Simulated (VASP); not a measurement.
Set up this calculation in VASP 6.6.1, as the native input.

```
Task                   : relaxation of cell and atoms
Functional             : PBE
Potentials or basis    : VASP PAW PBE potentials, release 64 (Al, N_h)
Cutoff                 : 900 eV
k mesh                 : 12 × 12 × 6
Occupations            : gaussian, width 0.02 eV
Spin                   : no spin polarisation
Further INCAR settings : ALGO = Fast; EDIFF = 1e-07; IBRION = 2; EDIFFG = -0.002; NSW = 80; ISIF = 3
```

The structure of AlN lies in POSCAR:

```
AlN                                     
1.0
    3.1274894633      0.0000000000     -0.0000000000
   -1.5637447317      2.7084853233      0.0000000000
    0.0000000000      0.0000000000      5.0138917161
  Al              N             
     2     2
Direct
     0.3333333300000021    0.6666666699999979    0.9992351797837575
     0.6666666699999979    0.3333333300000021    0.4992351797837574
     0.3333333300000021    0.6666666699999979    0.3807648202162451
     0.6666666699999979    0.3333333300000021    0.8807648202162450
```

These files were run (other wordings do the same):

INCAR

```
PREC = Accurate
ENCUT = 900
EDIFF = 1E-7
ISMEAR = 0
SIGMA = 0.02
LREAL = False
LASPH = True
NELM = 60
ALGO = Fast
ISIF = 3
LWAVE = False
LCHARG = False
GGA = PE
IBRION = 2
NSW = 80
EDIFFG = -0.002
```

KPOINTS

```
Automatic mesh
0
Gamma
  12 12 6
```

Potentials or basis: VASP PAW PBE potentials, release 64 (Al, N_h).

Command:

```bash
$ cat potpaw_PBE.64/Al/POTCAR potpaw_PBE.64/N_h/POTCAR > POTCAR
$ mpirun -np 1 vasp_std > vasp.out
```

It gave:

```
Relaxed volume                         : 10.62 Å³/atom
Relaxed cell                           : a = 3.128 Å, b = 3.128 Å, c = 5.014 Å, α = 90.00°, β = 90.00°, γ = 120.00°
Space group after relaxing (to 0.05 Å) : P6_3mc (No. 186)
Energy gained by relaxing              : 0.0 meV/atom
Ionic steps                            : 3
Pressure after relaxing                : 0.0 GPa
Band gap on the k mesh                 : 4.07 eV, direct
```

Caveat: the cutoff is under 1.25 times the usual one of these potentials, so pressure, stress and relaxed cells hold a basis-set (Pulay) error.

It took 110 s on 1 thread of Intel(R) Xeon(R) 6975P-C (Granite Rapids) (shared host), peak memory 0.27 GiB.
